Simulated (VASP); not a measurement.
The input files of a VASP run:

INCAR:
```
# general
SYSTEM  = SbPt
PREC    = Accurate
ENCUT   = 300
LREAL   = .False.   # projection in real space or not
LASPH   = .True.   # aspherical one-centre terms

# electronic loop
EDIFF   = 1E-6   # SCF stop (eV)
NELM    = 100
ALGO    = Normal   # blocked Davidson
LMAXMIX = 6   # l cut-off of mixed one-centre charges

# smearing
ISMEAR  = 0
SIGMA   = 0.272   # width (eV)

# functional
GGA     = PS

# ions
ISIF    = 2   # forces and stress, cell fixed

# output
LWAVE   = .False.
LCHARG  = .False.
```

**POSCAR**
```
SbPt
1
    4.1887150000     0.0000000000     0.0000000000
   -2.0943580000     3.6275340000     0.0000000000
    0.0000000000     0.0000000000     5.5643110000
Pt Sb
2 2
Direct
  0.0000000000   0.0000000000   0.0000000000
  0.0000000000   0.0000000000   0.5000000000
  0.3333330000   0.6666670000   0.2500000000
  0.6666670000   0.3333330000   0.7500000000
```

File KPOINTS:
```
Regular mesh
0
gamma
  5 5 3
```

POTCAR, in this order: Pt Sb (PBE.64 set). Program: vasp_std.

### Question
Translate this PBEsol calculation to Ansatz.

### Answer
One equivalent input (not run):
Ansatz 0.2 input:
```yaml
crystal:
  lattice:
    - [4.1887150, 0.0000000, 0.0000000]
    - [-2.0943580, 3.6275340, 0.0000000]
    - [0.0000000, 0.0000000, 5.5643110]
  atoms:
    - { symbol: Pt, position: [0.0000000, 0.0000000, 0.0000000] }
    - { symbol: Pt, position: [0.0000000, 0.0000000, 0.5000000] }
    - { symbol: Sb, position: [0.3333330, 0.6666670, 0.2500000] }
    - { symbol: Sb, position: [0.6666670, 0.3333330, 0.7500000] }
kpoints:
  mp_grid: { grid: [5, 5, 3] }
hamiltonian:
  xc: pbesol
  pseudopotentials: { kind: paw }
scf:
  occupations: { method: gaussian, width: 0.272 }
  max_iter: 100
output: { forces: true, stress: true, eigenvalues: true }
```
Limits of the translation: each code has its own PAW files, so the cut-off isn't converted (ENCUT is set for VASP's; basis.ecutwfc is left out, and Ansatz then takes the one that its files recommend); Ansatz stops its SCF on the density residual and VASP on the energy change (EDIFF).

The structure comes from a measured SbPt entry of the Crystallography Open Database, whose conditions weren't checked. The cell was not relaxed at this level. The k-mesh is coarse (spacing up to 0.38 per Å, 2π included), so the numbers may not be converged in it.
